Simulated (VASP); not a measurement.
These are PBEsol GGA with spin-orbit coupling, VASP's PBE PAW potentials (set 64) (plane waves; VASP) values and carry that method's errors.

VASP ran on this input.

POSCAR:
```
CuZn
1.0
  2.9069129818   0.0000000000   0.0000000000
  0.0000000000   2.9069129818   0.0000000000
  0.0000000000   0.0000000000   2.9069129818
Zn Cu
1 1
direct
  0.5000000000   0.5000000000   0.5000000000
  0.0000000000   0.0000000000   0.0000000000
```

**KPOINTS_OPT**
```
k-points along high-symmetry lines
8
Line-mode
Reciprocal
  0.000000   0.000000   0.000000 ! GAMMA
  0.000000   0.500000   0.000000 ! X

  0.000000   0.500000   0.000000 ! X
  0.500000   0.500000   0.000000 ! M

  0.500000   0.500000   0.000000 ! M
  0.000000   0.000000   0.000000 ! GAMMA

  0.000000   0.000000   0.000000 ! GAMMA
  0.500000   0.500000   0.500000 ! R

  0.500000   0.500000   0.500000 ! R
  0.000000   0.500000   0.000000 ! X

  0.500000   0.500000   0.500000 ! R
  0.500000   0.500000   0.000000 ! M
```

### KPOINTS
```
Regular mesh
0
gamma
 11 11 11
```

### INCAR
```
# general
SYSTEM      =  CuZn
PREC        =  Accurate
ENCUT       =  400   # plane-wave cut-off (eV)
LREAL       =  .False.
LASPH       =  .True.   # aspherical one-centre terms

# electronic loop
EDIFF       =  1E-6   # SCF stop (eV)
NELM        =  100
ALGO        =  Normal
LMAXMIX     =  4

# smearing
ISMEAR      =  0
SIGMA       =  0.05   # width (eV)

# functional
GGA         =  PS
GGA_COMPAT  =  .False.

# spin
MAGMOM      =  6*0
LSORBIT     =  .True.

# output
LWAVE       =  .False.
LCHARG      =  .False.
```

POTCAR, in this order: Zn Cu (PBE.64 set). Program: vasp_ncl.

What VASP printed:

OSZICAR:
```
       N       E                     dE             d eps       ncg     rms          rms(c)
DAV:   1     0.143898348915E+03    0.14390E+03   -0.92255E+03  3472   0.222E+03
DAV:   2     0.347003318817E+01   -0.14043E+03   -0.13452E+03  3372   0.384E+02
DAV:   3    -0.730031459131E+01   -0.10770E+02   -0.10462E+02  3784   0.136E+02
DAV:   4    -0.746062134988E+01   -0.16031E+00   -0.16014E+00  3802   0.186E+01
DAV:   5    -0.746379317563E+01   -0.31718E-02   -0.31715E-02  3982   0.256E+00    0.106E+01
DAV:   6    -0.714822893488E+01    0.31556E+00   -0.13584E+01  4272   0.121E+02    0.640E+00
DAV:   7    -0.610658700532E+01    0.10416E+01   -0.40478E+00  3992   0.132E+02    0.246E+00
DAV:   8    -0.612208690187E+01   -0.15500E-01   -0.38744E-01  4376   0.974E+00    0.141E+00
DAV:   9    -0.611094568668E+01    0.11141E-01   -0.16998E-02  4116   0.356E+00    0.183E-01
DAV:  10    -0.611085125737E+01    0.94429E-04   -0.25972E-03  5438   0.161E+00    0.791E-02
DAV:  11    -0.611080124711E+01    0.50010E-04   -0.38259E-04  4398   0.617E-01    0.236E-02
DAV:  12    -0.611080197769E+01   -0.73058E-06   -0.27850E-05  5366   0.108E-01    0.150E-02
DAV:  13    -0.611080207976E+01   -0.10207E-06   -0.29863E-06  3362   0.425E-02
   1 F= -.61108021E+01 E0= -.61103912E+01  d E =-.821681E-03  mag=     0.0000     0.0000    -0.0000
       N       E                     dE             ncg
```

File OUTCAR:
```
------------------------ aborting loop because EDIFF is reached ----------------------------------------
  FORCE on cell =-STRESS in cart. coord.  units (eV):
  Direction    XX          YY          ZZ          XY          YZ          ZX
  --------------------------------------------------------------------------------------
  Total       -0.0002189     -0.0002189     -0.0002189     -0.0000000     -0.0000000      0.0000000
  in kB       -0.0142780     -0.0142780     -0.0142780     -0.0000000     -0.0000000      0.0000000
  external PRESSURE =      -0.0142780 kB  Pullay stress =       0.0000000 kB
  volume of cell :       24.56
      direct lattice vectors                 reciprocal lattice vectors
     2.906912982  0.000000000  0.000000000     0.344007546  0.000000000  0.000000000
     0.000000000  2.906912982  0.000000000     0.000000000  0.344007546  0.000000000
     0.000000000  0.000000000  2.906912982     0.000000000  0.000000000  0.344007546
 POSITION                                       TOTAL-FORCE (eV/Angst)
 -----------------------------------------------------------------------------------
      1.45346      1.45346      1.45346         0.000000      0.000000      0.000000
      0.00000      0.00000      0.00000         0.000000      0.000000      0.000000
 -----------------------------------------------------------------------------------
    total drift:                               -0.000000      0.000000      0.000000
  FREE ENERGIE OF THE ION-ELECTRON SYSTEM (eV)
  ---------------------------------------------------
  free  energy   TOTEN  =        -6.1108020798 eV

  energy  without entropy=       -6.1099803989  energy(sigma->0) =       -6.11039124

 Ion:    1  E_soc:     -0.0096120

 Ion:    2  E_soc:     -0.0123071
```
(Selected blocks of OUTCAR.)

The compound is CuZn in the CsCl type structure. It was relaxed first.
